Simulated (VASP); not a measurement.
# SiB (P6_3mc) in VASP: further runs, part 2 of 2

VASP 6.6.1.

## Step 3: Relaxation of cell and atoms, PBE

This run uses another cell than the first one, of 12.80 Å³/atom, 0.980 times its volume.

Contents of INCAR:

```
PREC = Accurate
ENCUT = 520
EDIFF = 1E-7
ISMEAR = 0
SIGMA = 0.1
LREAL = False
LASPH = True
NELM = 120
ALGO = Normal
ISIF = 3
LWAVE = False
LCHARG = False
GGA = PE
IBRION = 2
NSW = 60
EDIFFG = -0.005
POTIM = 0.3
KPAR = 2
```

Contents of KPOINTS:

```
Automatic mesh
0
Gamma
  12 12 6
```

Contents of POSCAR:

```
SiB                                     
1.0
    3.1820433915     -0.0000000000     -0.0000000000
   -1.5910216957      2.7557304089     -0.0000000000
   -0.0000000000      0.0000000000      5.8402114809
  Si              B             
     2     2
Direct
     0.6666666699999979    0.3333333300000021    0.5174757617809342
     0.3333333300000021    0.6666666699999979    0.0174757617809340
     0.6666666699999979    0.3333333300000021    0.8575013982190660
     0.3333333300000021    0.6666666699999979    0.3575013982190662
```

Potentials or basis: VASP PAW PBE potentials, release 64 (Si, B).

Command:

```console
$ cat potpaw_PBE.64/Si/POTCAR potpaw_PBE.64/B/POTCAR > POTCAR
$ mpirun -np 2 vasp_std > vasp.out
```

It took 38 s on 2 MPI ranks of AMD EPYC 7R13 (Zen 3), shared host; peak memory 0.16 GiB.

The run converged. Its results:

```yaml
Free_energy: -22.7286 eV
Relaxed_volume: 12.80 Å³/atom
Relaxed_cell: a = 3.181 Å, b = 3.181 Å, c = 5.842 Å, α = 90.00°, β = 90.00°, γ = 120.00°
Space_group_after_relaxing_to_0.05_Å: P6_3mc (No. 186)
Energy_gained_by_relaxing: 0.0 meV/atom
Ionic_steps: 4
Pressure_after_relaxing: 0.0 GPa
Largest_force_after_relaxing: 0.005 eV/Å
Band_gap_on_the_k_mesh: none (metal or under the smearing width)
```

Forces on the atoms (eV/Å):
```
Si   0.000  0.000  0.005
Si   0.000  0.000  0.005
B    0.000  0.000 -0.005
B    0.000  0.000 -0.005
```

Final structure:
```
CELL_PARAMETERS angstrom
3.18075 0.00000 0.00000
-1.59038 2.75461 0.00000
0.00000 0.00000 5.84249
ATOMIC_POSITIONS crystal
Si 0.66667 0.33333 0.51750
Si 0.33333 0.66667 0.01750
B 0.66667 0.33333 0.85747
B 0.33333 0.66667 0.35747
```

Levels at points of the mesh, in eV from the Fermi level:
```tsv
k point	band 4	band 5	band 6	band 7	band 8	band 9	band 10	band 11
(0.00, 0.00, 0.00)	0.25	1.40	1.40	2.77	2.77	4.66	6.37	6.37
(0.50, 0.00, 0.00)	-4.65	-4.01	-2.22	-0.92	0.95	3.98	4.09	6.28
(0.00, 0.00, 0.50)	-3.70	1.98	1.98	1.98	1.98	7.03	7.03	7.31
(0.50, 0.00, 0.50)	-6.28	-1.50	-1.50	-0.18	-0.18	3.47	3.47	5.11
```

## Step 4: Single point, r2SCAN

This run uses another cell than the first one, of 12.80 Å³/atom, 0.980 times its volume.

Contents of INCAR:

```
SYSTEM = SiB
  PREC = Accurate
  ENCUT = 520
  EDIFF = 1E-6
  ISMEAR = 0
  SIGMA = 0.1
  LREAL = .FALSE.
  LASPH = .TRUE.
  NELM = 150
  ALGO = Normal
  ISIF = 2
  LWAVE = .FALSE.
  LCHARG = .FALSE.
  METAGGA = R2SCAN
  LMIXTAU = .TRUE.
  KPAR = 2
```

Contents of KPOINTS:

```
regular mesh
0
G
  12 12 6
  0 0 0
```

Contents of POSCAR:

```
SiB                                     
1.0
    3.1807540148     -0.0000000000      0.0000000000
   -1.5903770073      2.7546137759      0.0000000000
    0.0000000000      0.0000000000      5.8424945151
  Si              B             
     2     2
Direct
     0.6666666699999979    0.3333333300000021    0.5175049733475237
     0.3333333300000021    0.6666666699999979    0.0175049733475237
     0.6666666699999979    0.3333333300000021    0.8574721866524766
     0.3333333300000021    0.6666666699999979    0.3574721866524765
```

Potentials or basis: VASP PAW PBE potentials, release 64 (Si, B).

Command:

```console
$ cat potpaw_PBE.64/Si/POTCAR potpaw_PBE.64/B/POTCAR > POTCAR
$ mpirun -np 2 vasp_std > vasp.out
```

OUTCAR:

```text
SYSTEM = SiB
   PREC = Accurate
   ENCUT = 520
   EDIFF = 1E-6
   ISMEAR = 0
   LREAL = .FALSE.
   LASPH = .TRUE.
   NELM = 150
   ISIF = 2
   METAGGA = R2SCAN

 ion  position               nearest neighbor table
   1  0.667  0.333  0.518-   3 1.99   4 2.06   4 2.06   4 2.06
   2  0.333  0.667  0.018-   4 1.99   3 2.06   3 2.06   3 2.06
   3  0.667  0.333  0.857-   1 1.99   2 2.06   2 2.06   2 2.06
   4  0.333  0.667  0.357-   2 1.99   1 2.06   1 2.06   1 2.06

  LATTYP: Found a hexagonal cell.
 ALAT       =     3.1807540148
 C/A-ratio  =     1.8368268932

  Lattice vectors:
[... 529 lines left out ...]

 [... further k-points ...]
[... 5 lines left out ...]
  --------------------------------------------------------------------------------------
  -------------------------------------------------------------------------------------
  Total       -0.1842744     -0.1842744     -0.5249958     -0.0000000      0.0000000      0.0000000
  in kB       -5.7674863     -5.7674862    -16.4315032     -0.0000000      0.0000000      0.0000000
  external PRESSURE =      -9.3221586 kB  Pullay stress =       0.0000000 kB

 VOLUME and BASIS-vectors are now :
 -----------------------------------------------------------------------------
  energy-cutoff  :      520.00
  volume of cell :       51.19
      direct lattice vectors                 reciprocal lattice vectors
     3.180754015  0.000000000  0.000000000     0.314390863  0.181513650  0.000000000
    -1.590377007  2.754613776  0.000000000     0.000000000  0.363027299  0.000000000
     0.000000000  0.000000000  5.842494515     0.000000000  0.000000000  0.171159767

 POSITION                                       TOTAL-FORCE (eV/Angst)
 -----------------------------------------------------------------------------------
      1.59038      0.91820      3.02352        -0.000000      0.000000      0.013283
     -0.00000      1.83641      0.10227         0.000000     -0.000000      0.013283
      1.59038      0.91820      5.00978         0.000000      0.000000     -0.013283
     -0.00000      1.83641      2.08853        -0.000000     -0.000000     -0.013283
 -----------------------------------------------------------------------------------
    total drift:                               -0.000002      0.000002      0.000105

  FREE ENERGIE OF THE ION-ELECTRON SYSTEM (eV)
  ---------------------------------------------------
  free  energy   TOTEN  =       -30.6280493579 eV

  energy  without entropy=      -30.6227861785  energy(sigma->0) =      -30.62541777
```

OSZICAR:

```text
N       E                     dE             d eps       ncg     rms          rms(c)
DAV:   1     0.133266441603E+02    0.13327E+02   -0.61619E+03  1672   0.112E+03
DAV:   2    -0.319718020205E+02   -0.45298E+02   -0.42900E+02  2475   0.156E+02
DAV:   3    -0.336889212552E+02   -0.17171E+01   -0.17009E+01  2111   0.291E+01
[... 11 lines left out ...]
DAV:  15    -0.306280321140E+02   -0.45921E-04   -0.17994E-05  1894   0.458E-02    0.491E-03
DAV:  16    -0.306280481507E+02   -0.16037E-04   -0.85595E-06  1882   0.299E-02    0.154E-03
DAV:  17    -0.306280516706E+02   -0.35199E-05   -0.16456E-06  1098   0.149E-02    0.750E-04
DAV:  18    -0.306280490058E+02    0.26648E-05   -0.61967E-07   953   0.931E-03    0.180E-04
DAV:  19    -0.306280493579E+02   -0.35208E-06   -0.43872E-08   938   0.221E-03
   1 F= -.30628049E+02 E0= -.30625418E+02  d E =-.526318E-02
```

stdout:

```text
POSCAR found type information on POSCAR SiB
 POSCAR found :  2 types and       4 ions
 scaLAPACK will be used
 -----------------------------------------------------------------------------
|                                                                             |
|                                                                             |
|     You enforced a specific xc type in the INCAR file but a different       |
|     I HOPE YOU KNOW WHAT YOU ARE DOING!                                     |
|                                                                             |
 -----------------------------------------------------------------------------

 LDA part: xc-table for (None), standard interpolation
 POSCAR, INCAR and KPOINTS ok, starting setup
 FFT: planning ... GRIDC
 FFT: planning ... GRID_SOFT
 FFT: planning ... GRID
 WAVECAR not read
 entering main loop
```

Wall time 96 s (2 MPI ranks of AMD EPYC 7R13 (Zen 3), shared host); peak memory 0.16 GiB.

Results:

* Free energy: -30.6280 eV
* Pressure: -0.9 GPa
* Largest force: 0.013 eV/Å
* Band gap on the k mesh: none (metal or under the smearing width)

Forces on the atoms (eV/Å):
```
Si   0.000  0.000  0.013
Si   0.000  0.000  0.013
B    0.000  0.000 -0.013
B    0.000  0.000 -0.013
```

Caveat: the PAW data sets were made with another functional, which shifts forces and pressure a little.
